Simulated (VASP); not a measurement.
These are MS2 meta-GGA, VASP's PBE PAW potentials (set 64) (plane waves; VASP) values and carry that method's errors.

VASP ran on this input.

### KPOINTS
```
Automatic mesh
0
Gamma
16 16 16
0 0 0
```

**POSCAR**
```
W
1
   -1.6098061051     1.6098061051     1.6098061051
    1.6098061051    -1.6098061051     1.6098061051
    1.6098061051     1.6098061051    -1.6098061051
W
1
Direct
  0.0000000000   0.0000000000   0.0000000000
```

### INCAR
```
# general
SYSTEM   =  W
PREC     =  Accurate
ENCUT    =  520   # plane-wave cut-off (eV)
LREAL    =  .FALSE.   # projection in real space or not
LASPH    =  .TRUE.   # aspherical one-centre terms

# electronic loop
EDIFF    =  1E-7
NELM     =  100
ALGO     =  Normal   # blocked Davidson
LMAXMIX  =  6
LMIXTAU  =  .TRUE.

# smearing
ISMEAR   =  1   # Methfessel-Paxton
SIGMA    =  0.1   # width (eV)

# functional
METAGGA  =  MS2

# ions
ISIF     =  2   # forces and stress, cell fixed

# output
LWAVE    =  .FALSE.
LCHARG   =  .FALSE.
```

POTCAR, in this order: W_sv (PBE.64 set). Program: vasp_std.

Unless said otherwise, spin-orbit coupling is left out, though it shifts the bands of the heavy elements here.

Problem. What does the run give for the energy per atom (σ→0), pressure, band gap (on the k-mesh)?

Solution. 
```json
{
  "energy per atom (σ→0)": "3.946 eV/atom",
  "band gap (on the k-mesh)": "none (metal, semimetal or under 0.01 eV)",
  "pressure": "-171.9 kbar"
}
```

**OSZICAR**
```
...
DAV:  14     0.394608550832E+01   -0.31099E-04   -0.92700E-06  3355   0.495E-02    0.116E-02
DAV:  15     0.394608046398E+01   -0.50443E-05   -0.10289E-05  3289   0.427E-02    0.102E-02
DAV:  16     0.394606414565E+01   -0.16318E-04   -0.23370E-06  3250   0.258E-02    0.170E-03
DAV:  17     0.394606336193E+01   -0.78372E-06   -0.44210E-08  1839   0.281E-03    0.466E-04
DAV:  18     0.394606372167E+01    0.35974E-06   -0.18076E-08  1640   0.193E-03    0.527E-04
DAV:  19     0.394606351385E+01   -0.20781E-06   -0.48639E-09  1628   0.972E-04    0.736E-05
DAV:  20     0.394606359838E+01    0.84529E-07   -0.42348E-10  1619   0.302E-04
   1 F= 0.39460636E+01 E0= 0.39463673E+01  d E =-.911063E-03
```

The compound is W in the bcc structure. This cell is one point of a volume scan, at 1.06 of the reference volume.
